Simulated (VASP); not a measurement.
Write the native input for VASP 6.6.1 that does the following.

- Task: single point
- Functional: PBE
- Potentials or basis: VASP PAW PBE potentials, release 64 (Ba_sv, B)
- Cutoff: 520 eV
- k mesh: 6 × 6 × 6
- Occupations: gaussian, width 0.1 eV
- Spin: no spin polarisation
- Dipole correction: no
- Further INCAR settings: ALGO = Normal; EDIFF = 1e-06; NBANDS = 14

The structure of BaB lies in POSCAR:

```
BaB
1.0
    3.4544108300      0.0000000000      0.0000000000
    0.0000000000      2.3660680300      2.3838589300
    0.0000000000     -2.3660680300      2.3838589300
Ba B
1 1
Direct
    0.0000000000      0.9103240500      0.9103240500
    0.5000000000      0.5896759500      0.5896759500
```

The cell was built by a generator and needn't be a form met in nature.

The input as run:

INCAR

```
ALGO = Normal
EDIFF = 1E-6
ENCUT = 520
GGA = PE
ISIF = 2
ISMEAR = 0
LASPH = True
LCHARG = False
LREAL = False
LWAVE = False
NBANDS = 14
NELM = 100
PREC = Accurate
SIGMA = 0.1
```

KPOINTS

```
k-points
0
Gamma
  6 6 6
```

Potentials or basis: VASP PAW PBE potentials, release 64 (Ba_sv, B).

Command:

```bash
$ cat potpaw_PBE.64/Ba_sv/POTCAR potpaw_PBE.64/B/POTCAR > POTCAR
$ mpirun -np 1 vasp_std > vasp.out
```

It gave:

| Item | Value |
| --- | --- |
| Pressure | 26.6 GPa |
| Largest force | 4.122 eV/Å |
| Band gap on the k mesh | none (metal or under the smearing width) |

Caveat: so large a pressure means that the cell lies far from this level's equilibrium, or that cutoff or potentials fall short; forces of over 1 eV/Å show positions far from the minimum, so gaps and moduli don't describe the material at rest.

It took 19 s on 1 thread of Intel(R) Xeon(R) Platinum 8259CL CPU @ 2.50GHz (Skylake/Cascade Lake) (shared host), peak memory 0.17 GiB.
